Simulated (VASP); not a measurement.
# GaBiSe3 (P4/mmm) in VASP: relaxation of cell and atoms with PBE

Aim: the relaxation of cell and atoms of GaBiSe3 with PBE.

Everything below comes from runs of VASP 6.6.1. Logs are shortened: lines on timing, memory, paths and dates and some standing lists are left out, and cuts for length are marked.

## 1. The crystal as given

Symmetry: P4/mmm, No. 123, tetragonal system. The conventional cell has a = 5.345 Å, b = 5.345 Å, c = 4.741 Å, α = 90.00°, β = 90.00°, γ = 90.00°. Ga (site symmetry 4/mmm) is surrounded by 12 Se at 3.57 to 3.78 Å. Bi (site symmetry 4/mmm) has 6 Se at 2.37 to 2.67 Å as nearest neighbours. Se (site symmetry mmm) is surrounded by 2 Bi at 2.67 Å. Se (site symmetry 4/mmm) is surrounded by 2 Bi at 2.37 Å.

The cell was built by a generator and needn't be a form met in nature.

## 2. Relaxation of cell and atoms, PBE

INCAR

```
SYSTEM = GaBiSe3
PREC = Normal ; ENCUT = 520
EDIFF = 1E-4 ; ISMEAR = 0
SIGMA = 0.15 ; LREAL = .FALSE.
LASPH = .TRUE. ; NELM = 60
ALGO = Fast ; ISIF = 3
LWAVE = .FALSE. ; LCHARG = .FALSE.
GGA = PE ; IBRION = 2
NSW = 24 ; EDIFFG = -0.08
```

KPOINTS

```
regular mesh
0
G
  3 3 3
  0 0 0
```

POSCAR

```
GaBiSe3
1.0
    5.3447497400      0.0000000000      0.0000000000
    0.0000000000      5.3447497400      0.0000000000
    0.0000000000      0.0000000000      4.7410547300
Ga Bi Se
1 1 3
Direct
    0.0000000000      0.0000000000      0.0000000000
    0.5000000000      0.5000000000      0.5000000000
    0.5000000000      0.0000000000      0.5000000000
    0.0000000000      0.5000000000      0.5000000000
    0.5000000000      0.5000000000      0.0000000000
```

Potentials or basis: VASP PAW PBE potentials, release 64 (Ga_d, Bi_d, Se).

On the command line:

```console
> cat potpaw_PBE.64/Ga_d/POTCAR potpaw_PBE.64/Bi_d/POTCAR potpaw_PBE.64/Se/POTCAR > POTCAR
> mpirun -np 1 vasp_std > vasp.out
```

OUTCAR:

```text
SYSTEM = GaBiSe3
   PREC = Normal
   ENCUT = 520
   EDIFF = 1E-4
   ISMEAR = 0
   LREAL = .FALSE.
   LASPH = .TRUE.
   NELM = 60
   ISIF = 3
   GGA = PE
   IBRION = 2
   NSW = 24
   EDIFFG = -0.08

 ion  position               nearest neighbor table
   1  0.000  0.000  0.000-
   2  0.500  0.500  0.500-   5 2.37   5 2.37   3 2.67   4 2.67   3 2.67   4 2.67
   3  0.500  0.000  0.500-   2 2.67   2 2.67
   4  0.000  0.500  0.500-   2 2.67   2 2.67
   5  0.500  0.500  0.000-   2 2.37   2 2.37

  LATTYP: Found a simple tetragonal cell.
 ALAT       =     5.3447497400
 C/A-ratio  =     0.8870489659

  Lattice vectors:

 A1 = (   5.3447497400,   0.0000000000,   0.0000000000)
 A2 = (   0.0000000000,   5.3447497400,   0.0000000000)
 A3 = (   0.0000000000,   0.0000000000,   4.7410547300)

Analysis of symmetry for initial positions (statically):
=====================================================================
 Subroutine PRICEL returns:
 Original cell was already a primitive cell.

 Routine SETGRP: Setting up the symmetry group for a
 simple tetragonal supercell.

 Subroutine GETGRP returns: Found 16 space group operations
 (whereof 16 operations were pure point group operations)
 out of a pool of 16 trial point group operations.

The static configuration has the point symmetry D_4h.

Analysis of symmetry for dynamics (positions and initial velocities):
=====================================================================
 Subroutine PRICEL returns:
 Original cell was already a primitive cell.

 Routine SETGRP: Setting up the symmetry group for a
 simple tetragonal supercell.

 Subroutine GETGRP returns: Found 16 space group operations
 (whereof 16 operations were pure point group operations)
 out of a pool of 16 trial point group operations.

The dynamic configuration has the point symmetry D_4h.

 Subroutine INISYM returns: Found 16 space group operations
 (whereof 16 operations are pure point group operations),
 and found     1 'primitive' translations

----------------------------------------------------------------------------------------

                                     Primitive cell

  volume of cell :     135.4346

  direct lattice vectors                    reciprocal lattice vectors
     5.344749740  0.000000000  0.000000000     0.187099499  0.000000000  0.000000000
     0.000000000  5.344749740  0.000000000     0.000000000  0.187099499  0.000000000
     0.000000000  0.000000000  4.741054730     0.000000000  0.000000000  0.210923530

  length of vectors
     5.344749740  5.344749740  4.741054730     0.187099499  0.187099499  0.210923530

  position of ions in fractional coordinates (direct lattice)
     0.000000000  0.000000000  0.000000000
     0.500000000  0.500000000  0.500000000
     0.500000000  0.000000000  0.500000000
     0.000000000  0.500000000  0.500000000
     0.500000000  0.500000000  0.000000000

  ion indices of the primitive-cell ions
   primitive index   ion index
                 1           1
                 2           2
                 3           3
                 4           4
                 5           5

----------------------------------------------------------------------------------------

 KPOINTS: regular mesh

Automatic generation of k-mesh.
 Grid dimensions read from file:
 generate k-points for:    3    3    3

 Generating k-lattice:

  Cartesian coordinates                     Fractional coordinates (reciprocal lattice)
     0.062366500  0.000000000  0.000000000     0.333333333  0.000000000  0.000000000
     0.000000000  0.062366500  0.000000000     0.000000000  0.333333333  0.000000000
     0.000000000  0.000000000  0.070307843     0.000000000  0.000000000  0.333333333

  Length of vectors
     0.062366500  0.062366500  0.070307843

  Shift w.r.t. Gamma in fractional coordinates (k-lattice)
     0.000000000  0.000000000  0.000000000

 Subroutine IBZKPT returns following result:
 ===========================================

 Found      6 irreducible k-points:

 Following reciprocal coordinates:
            Coordinates               Weight
  0.000000  0.000000  0.000000      1.000000
  0.333333  0.000000  0.000000      4.000000
  0.333333  0.333333  0.000000      4.000000
  0.000000  0.000000  0.333333      2.000000
  0.333333  0.000000  0.333333      8.000000
  0.333333  0.333333  0.333333      8.000000
   k-points           NKPTS =      6   k-points in BZ     NKDIM =      6   number of bands    NBANDS=     27
   number of dos      NEDOS =    301   number of ions     NIONS =      5
   total plane-waves  NPLWV =  25200
   dimension x,y,z NGX =    30 NGY =   30 NGZ =   28
   dimension x,y,z NGXF=    60 NGYF=   60 NGZF=   56
   ions per type =               1   1   3
   NGX,Y,Z   is equivalent  to a cutoff of   9.33,  9.33,  9.82 a.u.
   NGXF,Y,Z  is equivalent  to a cutoff of  18.66, 18.66, 19.64 a.u.
 SYSTEM =  GaBiSe3
   PREC   = normal    normal or accurate (medium, high low for compatibility)
   ISTART =      0    job   : 0-new  1-cont  2-samecut
   ICHARG =      2    charge: 1-file 2-atom 10-const
   ISPIN  =      1    spin polarized calculation?
   LNONCOLLINEAR =      F non collinear calculations
   LSORBIT =      F    spin-orbit coupling
   LASPH  =      T    aspherical Exc in radial PAW
   ENCUT  =  520.0 eV  38.22 Ry    6.18 a.u.   9.94  9.94  8.82*2*pi/ulx,y,z
   NELM   =     60;   NELMIN=  2; NELMDL= -5     # of ELM steps
   EDIFF  = 0.1E-03   stopping-criterion for ELM
   LREAL  =      F    real-space projection
   EDIFFG = -.8E-01   stopping-criterion for IOM
   NSW    =     24    number of steps for IOM
   IBRION =      2    ionic relax: 0-MD 1-quasi-New 2-CG
   NFREE  =      1    steps in history (QN), initial steepest desc. (CG)
   ISIF   =      3    stress and relaxation
   ISYM   =      2    0-nonsym 1-usesym 2-fastsym
   POTIM  = 0.5000    time-step for ionic-motion
   TEBEG  =    0.0;   TEEND  =   0.0 temperature during run
   PSTRESS=    0.0 pullay stress
   NELECT =      46.0000    total number of electrons
   NUPDOWN=      -1.0000    fix difference up-down
   EMIN   =  10.00;   EMAX   =-10.00  energy-range for DOS
   EFERMI =   0.00;   METHOD = LEGACY
   ISMEAR =     0;   SIGMA  =   0.15  broadening in eV -4-tet -1-fermi 0-gaus
   EFERMI_NEDOS =   21; number of points for ismear=-14 and -15
   IALGO  =     68    algorithm
   IMIX   =      4    mixing-type and parameters
     AMIX     =   0.40;   BMIX     =  1.00
     AMIX_MAG =   1.60;   BMIX_MAG =  1.00
  volume/ion in A,a.u.               =      27.09       182.79
  Fermi-wavevector in a.u.,A,eV,Ry     =   1.142223  2.158488 17.751156  1.304673
  Thomas-Fermi vector in A             =   2.278921
   LORBIT       =      0    0 simple, 1 ext, 2 COOP (PROOUT), +10 PAW based schemes
   GGA     = PE    functional components
   LHFCALC =     F    Hartree Fock is set to
   AEXX    =    0.0000 exact exchange contribution
   IVDW    =     0    specifies the selected vdW correction
   LEPSILON=     F    determine dielectric tensor
   LRPA    =     F    only Hartree local field effects (RPA)
 conjugate gradient relaxation of ions
 non-spin polarized calculation
 RMM-DIIS sequential band-by-band and
 Gauss-broadening in eV      SIGMA  =   0.15
  energy-cutoff  :      520.00
  volume of cell :      135.43
 maximum number of plane-waves:      3654
   NGX = 19   NGY = 19   NGZ = 17

--------------------------------------- Ionic step        1  -------------------------------------------

 number of electron      45.9999996 magnetization

 Free energy of the ion-electron system (eV)
  ---------------------------------------------------
  ext. energy  EPLUGINS =         0.00000000
  ---------------------------------------------------
  free energy    TOTEN  =       -13.73023078 eV

  energy without entropy =      -13.59468543  energy(sigma->0) =      -13.66245811

------------------------ aborting loop because EDIFF is reached ----------------------------------------

  FORCE on cell =-STRESS in cart. coord.  units (eV):
  Direction    XX          YY          ZZ          XY          YZ          ZX
  --------------------------------------------------------------------------------------
  -------------------------------------------------------------------------------------
  Total        5.3522229      5.3522229     27.3595401      0.0000000     -0.0000000      0.0000000
  in kB       63.3162317     63.3162317    323.6604668      0.0000000     -0.0000000      0.0000000
  external PRESSURE =     150.0976434 kB  Pullay stress =       0.0000000 kB

 VOLUME and BASIS-vectors are now :
 -----------------------------------------------------------------------------
  energy-cutoff  :      520.00
  volume of cell :      135.43
      direct lattice vectors                 reciprocal lattice vectors
     5.344749740  0.000000000  0.000000000     0.187099499  0.000000000  0.000000000
     0.000000000  5.344749740  0.000000000     0.000000000  0.187099499  0.000000000
     0.000000000  0.000000000  4.741054730     0.000000000  0.000000000  0.210923530

 POSITION                                       TOTAL-FORCE (eV/Angst)
 -----------------------------------------------------------------------------------
      0.00000      0.00000      0.00000         0.000000      0.000000      0.000000
      2.67237      2.67237      2.37053         0.000000      0.000000      0.000000
      2.67237      0.00000      2.37053         0.000000      0.000000      0.000000
      0.00000      2.67237      2.37053         0.000000      0.000000      0.000000
      2.67237      2.67237      0.00000         0.000000      0.000000      0.000000
 -----------------------------------------------------------------------------------
    total drift:                                0.000000      0.000000      0.000000

  FREE ENERGIE OF THE ION-ELECTRON SYSTEM (eV)
  ---------------------------------------------------
  free  energy   TOTEN  =       -13.7302307805 eV
[... 182 lines left out ...]
 POSITION                                       TOTAL-FORCE (eV/Angst)
 -----------------------------------------------------------------------------------
      0.00000      0.00000     -0.00000         0.000000      0.000000      0.000000
      2.80191      2.80191      2.81397         0.000000     -0.000000      0.000000
      2.80191     -0.00000      2.81397         0.000000      0.000000      0.000000
      0.00000      2.80191      2.81397         0.000000      0.000000      0.000000
      2.80191      2.80191     -0.00000         0.000000      0.000000      0.000000
 -----------------------------------------------------------------------------------
    total drift:                                0.000000      0.000000      0.000000

  FREE ENERGIE OF THE ION-ELECTRON SYSTEM (eV)
  ---------------------------------------------------
  free  energy   TOTEN  =       -15.9611862534 eV

  energy  without entropy=      -15.8545238336  energy(sigma->0) =      -15.90785504

--------------------------------------- Ionic step        7  -------------------------------------------

 number of electron      46.0000037 magnetization

 Free energy of the ion-electron system (eV)
  ---------------------------------------------------
  ext. energy  EPLUGINS =         0.00000000
  ---------------------------------------------------
  free energy    TOTEN  =       -15.96121045 eV

  energy without entropy =      -15.85466690  energy(sigma->0) =      -15.90793867

 E-fermi :   1.2719     XC(G=0):  -8.1552

 val. band max:        1.1464140624   @ k =   0.3333   0.0000   0.0000
 cond. band min:       1.3122189876   @ k =   0.3333   0.3333   0.3333
 fundamental gap:      0.1658049252
 Fermi energy:         1.2718620705

 k-point     1 :       0.0000    0.0000    0.0000
  band No.  band energies     occupation
      1     -20.9864      2.00000
      2     -20.9850      2.00000
      3     -20.9248      2.00000
      4     -20.9248      2.00000
      5     -20.9217      2.00000
      6     -13.4425      2.00000
[... 19 lines left out ...]
     26       4.9391      0.00000
     27       4.9391      0.00000
[... 161 lines left out ...]
 VOLUME and BASIS-vectors are now :
 -----------------------------------------------------------------------------
  energy-cutoff  :      520.00
  volume of cell :      176.80
      direct lattice vectors                 reciprocal lattice vectors
     5.605012618  0.000000000  0.000000000     0.178411730  0.000000000  0.000000000
     0.000000000  5.605012618 -0.000000000     0.000000000  0.178411730  0.000000000
     0.000000000 -0.000000000  5.627573066     0.000000000  0.000000000  0.177696493

 POSITION                                       TOTAL-FORCE (eV/Angst)
 -----------------------------------------------------------------------------------
      0.00000      0.00000     -0.00000         0.000000      0.000000      0.000000
      2.80251      2.80251      2.81379         0.000000     -0.000000      0.000000
      2.80251     -0.00000      2.81379         0.000000      0.000000      0.000000
      0.00000      2.80251      2.81379         0.000000      0.000000      0.000000
      2.80251      2.80251     -0.00000         0.000000      0.000000      0.000000
 -----------------------------------------------------------------------------------
    total drift:                                0.000000      0.000000      0.000000

  FREE ENERGIE OF THE ION-ELECTRON SYSTEM (eV)
  ---------------------------------------------------
  free  energy   TOTEN  =       -15.9612104466 eV

  energy  without entropy=      -15.8546668987  energy(sigma->0) =      -15.90793867

 reached required accuracy - stopping structural energy minimisation
```

It took 55 s on 1 thread of Intel Xeon 6975P-C (Granite Rapids), shared host; peak memory 0.18 GiB.

Results:

```
Free energy                            : -15.9612 eV
Relaxed volume                         : 35.36 Å³/atom
Relaxed cell                           : a = 5.605 Å, b = 5.605 Å, c = 5.628 Å, α = 90.00°, β = 90.00°, γ = 90.00°
Space group after relaxing (to 0.05 Å) : Pm-3m (No. 221)
Energy gained by relaxing              : 446.2 meV/atom
Ionic steps                            : 7
Pressure after relaxing                : -0.1 GPa
Band gap on the k mesh                 : none (metal or under the smearing width)
```

Stress tensor (GPa, compression positive):
```
 0.01  0.00  0.00
 0.00  0.01  0.00
 0.00  0.00 -0.35
```

The path:
| step | energy change (eV) | largest force (eV/Å) | pressure (GPa) | volume (Å³) |
| --- | --- | --- | --- | --- |
| 1 | 0.0000 | 0.0000 | 15.01 | 135.43 |
| 2 | -2.0470 | 0.0000 | -1.80 | 189.32 |
| 3 | -2.2176 | 0.0000 | 0.83 | 171.57 |
| 4 | -2.2192 | 0.0000 | 0.60 | 173.55 |
| 5 | -2.2309 | 0.0000 | -0.19 | 176.90 |
| 6 | -2.2310 | 0.0000 | -0.16 | 176.73 |
| 7 | -2.2310 | 0.0000 | -0.11 | 176.80 |

Final structure:
```cif
data_structure
_symmetry_space_group_name_H-M 'P 1'
_symmetry_Int_Tables_number 1
_cell_length_a 5.6050
_cell_length_b 5.6050
_cell_length_c 5.6276
_cell_angle_alpha 90.000
_cell_angle_beta 90.000
_cell_angle_gamma 90.000
_cell_volume 176.80
loop_
_atom_site_label
_atom_site_type_symbol
_atom_site_fract_x
_atom_site_fract_y
_atom_site_fract_z
_atom_site_occupancy
Ga1 Ga 0.00000 0.00000 0.00000 1
Bi1 Bi 0.50000 0.50000 0.50000 1
Se1 Se 0.50000 0.00000 0.50000 1
Se2 Se 0.00000 0.50000 0.50000 1
Se3 Se 0.50000 0.50000 0.00000 1
```

Caveat: the k mesh is coarse (spacing up to 0.44 Å⁻¹), so the values aren't converged; the volume moved by over 15 % at a fixed basis, so the end points are rough; spin-orbit coupling is left out, which moves the levels of the heavy elements; the relaxation stopped at a loose force limit of 0.08 eV/Å, so its end isn't a converged minimum.
